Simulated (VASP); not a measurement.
Input for VASP

**KPOINTS**
```
K-points
0
G
 7 7 7
```

INCAR:
```
SYSTEM=ZnS
PREC=Accurate; ENCUT=300; LREAL=.FALSE.
LASPH=.TRUE.
EDIFF=1E-6; NELM=100; ALGO=Normal
LMAXMIX=4
ISMEAR=0; SIGMA=0.01
GGA=PE
ISIF=2
LWAVE=.FALSE.; LCHARG=.FALSE.
```

POSCAR:
```
ZnS
1
    0.0000000000     2.6936850000     2.6936850000
    2.6936850000     0.0000000000     2.6936850000
    2.6936850000     2.6936850000     0.0000000000
Zn S
1 1
Direct
  0.0000000000   0.0000000000   0.0000000000
  0.2500000000   0.2500000000   0.2500000000
```

POTCAR, in this order: Zn S (PBE.64 set). Program: vasp_std.

Question: Translate this PBE calculation to Quantum ESPRESSO's pw.x.

Answer: One equivalent input (not run):
```
&CONTROL
  calculation = 'scf'
  pseudo_dir = './pseudo'
  outdir = './out'
  tprnfor = .true.
  tstress = .true.
/
&SYSTEM
  ibrav = 0
  nat = 2
  ntyp = 2
  ecutwfc = 84
  occupations = 'smearing'
  smearing = 'gaussian'
  degauss = 0.000735
  input_dft = 'pbe'
/
&ELECTRONS
  conv_thr = 7.3e-08
  electron_maxstep = 100
/
ATOMIC_SPECIES
  Zn 65.380 Zn.upf
  S 32.060 S.upf
CELL_PARAMETERS angstrom
     0.0000000    2.6936850    2.6936850
     2.6936850    0.0000000    2.6936850
     2.6936850    2.6936850    0.0000000
ATOMIC_POSITIONS crystal
  Zn   0.0000000  0.0000000  0.0000000
  S    0.2500000  0.2500000  0.2500000
K_POINTS automatic
  7 7 7 0 0 0
```
The two are equivalent in intent, not identical: the potentials are each code's own (VASP's PAW set, PseudoDojo norm-conserving files in pw.x), so ENCUT and ecutwfc are chosen apart and not converted; conv_thr bounds pw.x's estimated SCF error, while EDIFF bounds the energy change between steps.

The structure comes from a computed database's ZnS entry; how it stands against other phases isn't given here. The cell was not relaxed at this level.
